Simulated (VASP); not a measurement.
Output of a VASP run:

File OSZICAR:
```
       N       E                     dE             d eps       ncg     rms          rms(c)
DAV:   1     0.765568998524E+02    0.76557E+02   -0.81236E+03 10196   0.155E+03
DAV:   2    -0.158926607658E+02   -0.92450E+02   -0.85437E+02  9914   0.254E+02
DAV:   3    -0.179863520240E+02   -0.20937E+01   -0.20350E+01 11811   0.540E+01
DAV:   4    -0.180195149648E+02   -0.33163E-01   -0.33156E-01 14409   0.520E+00
DAV:   5    -0.180197940171E+02   -0.27905E-03   -0.27905E-03 12185   0.454E-01    0.165E+01
DAV:   6    -0.159002849023E+02    0.21195E+01   -0.14868E+01 10768   0.799E+01    0.726E+00
DAV:   7    -0.155099214469E+02    0.39036E+00   -0.19710E+00 11286   0.278E+01    0.394E+00
DAV:   8    -0.154895064442E+02    0.20415E-01   -0.21278E-02 13914   0.168E+00    0.198E+00
DAV:   9    -0.154720428171E+02    0.17464E-01   -0.45203E-03 15101   0.113E+00    0.687E-01
DAV:  10    -0.154724728761E+02   -0.43006E-03   -0.70194E-04 13903   0.403E-01    0.344E-01
DAV:  11    -0.154723554945E+02    0.11738E-03   -0.28427E-04 12572   0.267E-01    0.331E-02
DAV:  12    -0.154723502017E+02    0.52928E-05   -0.15436E-05 10974   0.364E-02    0.173E-02
DAV:  13    -0.154723484751E+02    0.17266E-05   -0.23024E-06  7821   0.233E-02    0.105E-02
DAV:  14    -0.154723486625E+02   -0.18744E-06   -0.56707E-07  6531   0.109E-02
   1 F= -.15472349E+02 E0= -.15472639E+02  d E =-.154723E+02  mag=     3.1574
```

File OUTCAR:
```
------------------------ aborting loop because EDIFF is reached ----------------------------------------
  FORCE on cell =-STRESS in cart. coord.  units (eV):
  Direction    XX          YY          ZZ          XY          YZ          ZX
  --------------------------------------------------------------------------------------
  Total       -0.0007877     -0.0007877     -0.0024412      0.0000000      0.0000000      0.0000000
  in kB       -0.0610356     -0.0610356     -0.1891582      0.0000000      0.0000000      0.0000000
  external PRESSURE =      -0.1037431 kB  Pullay stress =       0.0000000 kB
  volume of cell :       20.68
      direct lattice vectors                 reciprocal lattice vectors
     1.227682996 -2.126409546  0.000000000     0.407271259 -0.235138147  0.000000000
     1.227682996  2.126409546  0.000000000     0.407271259  0.235138147  0.000000000
     0.000000000  0.000000000  3.960349156     0.000000000  0.000000000  0.252502989
 POSITION                                       TOTAL-FORCE (eV/Angst)
 -----------------------------------------------------------------------------------
      1.22768      0.70880      0.99009        -0.000000     -0.000000      0.000000
      1.22768     -0.70880      2.97026         0.000000      0.000000      0.000000
 -----------------------------------------------------------------------------------
    total drift:                                0.000000     -0.000005     -0.000029
  FREE ENERGIE OF THE ION-ELECTRON SYSTEM (eV)
  ---------------------------------------------------
  free  energy   TOTEN  =       -15.4723486625 eV

  energy  without entropy=      -15.4732190468  energy(sigma->0) =      -15.47263879

 total charge

# of ion       s       p       d       tot
------------------------------------------
    1        0.510   0.568   7.292   8.370
    2        0.510   0.568   7.292   8.370
--------------------------------------------------
tot          1.020   1.136  14.584  16.740

 magnetization (x)

# of ion       s       p       d       tot
------------------------------------------
    1       -0.015  -0.050   1.650   1.584
    2       -0.015  -0.050   1.650   1.584
--------------------------------------------------
tot         -0.030  -0.101   3.299   3.169

 reached required accuracy - stopping structural energy minimisation
```
(Selected blocks of OUTCAR.)

### POSCAR
```
Co
1
    1.2276829960    -2.1264095457     0.0000000000
    1.2276829960     2.1264095457     0.0000000000
    0.0000000000     0.0000000000     3.9603491558
Co
2
Direct
  0.3333330000   0.6666670000   0.2500000000
  0.6666670000   0.3333330000   0.7500000000
```

Question: Write an INCAR and KPOINTS that could have produced this output.

Answer: One answer among several that fit: the input of the run itself, PBEsol GGA, plane waves, VASP's PBE PAW potentials (set 64).

File KPOINTS:
```
Automatic mesh
0
Gamma
17 17 9
0 0 0
```

**INCAR**
```
ALGO = Normal   # blocked Davidson
ISIF = 3
LASPH = .True.
EDIFF = 1E-6
LORBIT = 10
ENCUT = 500
LWAVE = .False.
SYSTEM = Co
MAGMOM = 1.6 1.6
EDIFFG = -0.02   # ionic stop
ISPIN = 2   # spin-polarised
SIGMA = 0.1   # width (eV)
PREC = Accurate
IBRION = 2   # conjugate gradients
NSW = 40   # most ionic steps
LREAL = .False.
LCHARG = .False.
LMAXMIX = 4   # l cut-off of mixed one-centre charges
NELM = 100   # most electronic steps
ISMEAR = 1
GGA = PS
```

POTCAR, in this order: Co (PBE.64 set). Program: vasp_std.

The compound is Co in the hcp structure. It was relaxed first, which changed the volume by -7 %.
